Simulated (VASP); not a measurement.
Runs of VASP 6.6.1 on C. Symmetry: P6_3/mmc, No. 194, hexagonal system. Conventional cell: a = 2.461 Å, b = 2.461 Å, c = 7.379 Å, α = 90.00°, β = 90.00°, γ = 120.00°. C (site symmetry -6m2) has 3 C at 1.42 Å as nearest neighbours. Around C (site symmetry -6m2) lie 3 C at 1.42 Å. The cell was built by a generator and needn't be a form met in nature.

| level | potentials or basis | further INCAR settings | gap on the mesh (eV) | pressure (GPa) |
| --- | --- | --- | --- | --- |
| vdW-DF | VASP PAW PBE potentials, release 64 (C) | ALGO = Fast; EDIFF = 1e-07 | 0.82 | 5.1 |
| SCAN | VASP PAW PBE potentials, release 64 (C) | ALGO = Normal; EDIFF = 1e-07 | 0.87 | -2.7 |
| LDA | VASP PAW LDA potentials, release 64 (C) | ALGO = Fast; EDIFF = 1e-07 | 0.81 | (a) |
| r2SCAN | VASP PAW PBE potentials, release 64 (C) | ALGO = Normal; EDIFF = 1e-07 | 0.88 | -1.2 |
| rev-vdW-DF2 | VASP PAW PBE potentials, release 64 (C) | ALGO = Fast; EDIFF = 1e-07 | 0.81 | 0.8 |
| SCAN+rVV10 | VASP PAW PBE potentials, release 64 (C) | ALGO = Normal; EDIFF = 1e-07 | 0.87 | -3.1 |
| r2SCAN+rVV10 | VASP PAW PBE potentials, release 64 (C) | ALGO = Normal; EDIFF = 1e-07 | 0.88 | -1.7 |
| optB88-vdW | VASP PAW PBE potentials, release 64 (C) | ALGO = Fast; EDIFF = 1e-07 | 0.81 | (b) |

Alike in all rows: task single point; no spin polarisation; cell as given; k mesh 16 × 16 × 4; cutoff (eV) 520; smearing fermi-dirac 0.05 eV.

Fill in the values left out.

(a) -4.7; (b) 0.9.

Caveats: the PAW data sets were made with another functional, which shifts forces and pressure a little (some runs).

A k mesh can miss the band edges.

Runs at the PBE level aren't shown here.
